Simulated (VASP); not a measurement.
Given:

```xyz
2
Lattice="1.4960 -2.5911 0.0000 1.4960 2.5911 0.0000 0.0000 0.0000 5.3902" Properties=species:S:1:pos:R:3 pbc="T T T"
Cd     1.4960     0.8637     1.3475
Cd     1.4960    -0.8637     4.0426
```

Method: PBEsol GGA, VASP's PBE PAW potentials (set 64) (plane waves; VASP 6.6.1). Run with 500 eV cut-off, 14×14×7 Γ-centred mesh, first-order Methfessel-Paxton smearing of 0.10 eV, potentials Cd.

Energy and stress use the plane-wave basis of the starting cell.

Q: The ions, cell shape and volume at an external pressure of 5.0 GPa are relaxed. Predict the relaxed structure.

A: 
```xyz
2
Lattice="1.4764 -2.5573 0.0000 1.4764 2.5573 0.0000 0.0000 0.0000 5.1563" Properties=species:S:1:pos:R:3 pbc="T T T"
Cd     1.4764     0.8524     1.2891
Cd     1.4764    -0.8524     3.8672
```
Space group P6_3/mmc (194), at a tolerance of 0.03 Å.

Q: How do energy and volume change from the first to the last step?

A: The energy (σ→0) changes by +20.0 meV/atom and the volume by -6.8 %, in 5 ionic steps.

The compound is Cd in the hcp structure. This run relaxes it under an external pressure of 5 GPa. Symmetry was kept, so distortions that lower it aren't found.
